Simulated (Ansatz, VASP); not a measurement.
# One calculation of SrMg6Ni, two programs

```
Sr Ni Mg
1.0
     4.29814    0.00000    0.00000
     0.00000    2.99768    6.82183
     0.00000   -2.99768    6.82183
Sr Ni Mg
1 1 6
Direct
  0.50000 0.71824 0.71824
  0.00000 0.89580 0.89580
  0.50000 0.13356 0.13356
  0.50000 0.16521 0.67935
  0.50000 0.67935 0.16521
  0.00000 0.30519 0.30519
  0.00000 0.30494 0.79770
  0.00000 0.79770 0.30494
```

Change from the starting cell: volume scaled by 0.88.

Alike in both runs: task band structure; functional PBEsol; k mesh 6 × 5 × 5; occupations fermi-dirac, width 0.05 eV; collinear spin, ferromagnetic start; Hubbard terms Ni d U = 4.5 eV.

|  | VASP | Ansatz |
| --- | --- | --- |
| version | VASP 6.6.1 | Ansatz 0.2.0 |
| potentials or method | VASP PAW PBE potentials, release 64 (Sr_sv, Ni, Mg) | Ansatz PAW |
| plane-wave cutoff (eV) | 520 | 420 |
| valence electrons in the cell | 32 | 88 |

```csv
,VASP,Ansatz,Ansatz less VASP
net moment per atom (μB),0.00,0.00,0.000
```

The programs project onto different local orbitals, so the same U acts differently. The two sets of potentials don't hold the same shells in valence.

Caveats: the U is typed as a test and isn't derived for this compound; the magnetic or orbital state may not be the lowest (Ansatz); the starting moments weren't kept (Ansatz). The state reached can hang on the start; a lower one may exist.
